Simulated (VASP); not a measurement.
An input for Ansatz (written as the equivalent of a VASP run, and not itself run):

Ansatz 0.2 input:
```yaml
crystal:
  lattice:
    - [7.2807400, 0.0000000, 0.0000000]
    - [0.0000000, 4.6621100, 0.0000000]
    - [-0.0319580, 0.0000000, 8.1092870]
  atoms:
    - { symbol: Sr, position: [0.0013220, 0.0030840, -0.0016910] }
    - { symbol: Ca, position: [0.0012430, 0.5000920, 0.4981980] }
    - { symbol: I, position: [0.2381530, -0.0013490, 0.3471840] }
    - { symbol: I, position: [0.7610000, 0.0030440, 0.6527510] }
    - { symbol: I, position: [0.2496040, 0.5004610, 0.8244860] }
    - { symbol: I, position: [0.7486790, 0.4946680, 0.1790710] }
kpoints:
  mp_grid: { grid: [2, 3, 2] }
hamiltonian:
  xc: pbesol
  pseudopotentials: { kind: paw }
scf:
  occupations: { method: gaussian, width: 0.01 }
  max_iter: 100
output: { forces: true, stress: true, eigenvalues: true }
```

Task: Translate this input to VASP (INCAR, KPOINTS, POSCAR, choice of POTCAR).

Result: This is not unique; one that fits is 
POSCAR:
```
SrCaI4
1
    7.2807400000     0.0000000000     0.0000000000
    0.0000000000     4.6621100000     0.0000000000
   -0.0319580000     0.0000000000     8.1092870000
Sr Ca I
1 1 4
Direct
  0.0013220000   0.0030840000  -0.0016910000
  0.0012430000   0.5000920000   0.4981980000
  0.2381530000  -0.0013490000   0.3471840000
  0.7610000000   0.0030440000   0.6527510000
  0.2496040000   0.5004610000   0.8244860000
  0.7486790000   0.4946680000   0.1790710000
```

### KPOINTS
```
Automatic mesh
0
Gamma
2 3 2
0 0 0
```

**INCAR**
```
LASPH  =  .True.
LCHARG  =  .False.
LWAVE  =  .False.
ALGO  =  Normal   # blocked Davidson
ISMEAR  =  0   # Gaussian
EDIFF  =  1E-6   # SCF stop (eV)
LMAXMIX  =  4   # l cut-off of mixed one-centre charges
ENCUT  =  300   # plane-wave cut-off (eV)
LREAL  =  .False.   # projection in real space or not
ISIF  =  2
SIGMA  =  0.01   # width (eV)
SYSTEM  =  SrCaI4
NELM  =  100   # most electronic steps
GGA  =  PS
PREC  =  Accurate
```

POTCAR, in this order: Sr_sv Ca_sv I (PBE.64 set). Program: vasp_std.

The two are equivalent in intent, not identical: each code has its own PAW files, so the cut-off isn't converted (ENCUT is set for VASP's; basis.ecutwfc is left out, and Ansatz then takes the one that its files recommend); Ansatz stops its SCF on the density residual and VASP on the energy change (EDIFF).

The structure comes from a computed database's SrCaI4 entry; how it stands against other phases isn't given here. The cell was not relaxed at this level, atoms are displaced from their ideal sites. The k-mesh is coarse (spacing up to 0.45 per Å, 2π included), so the numbers may not be converged in it.
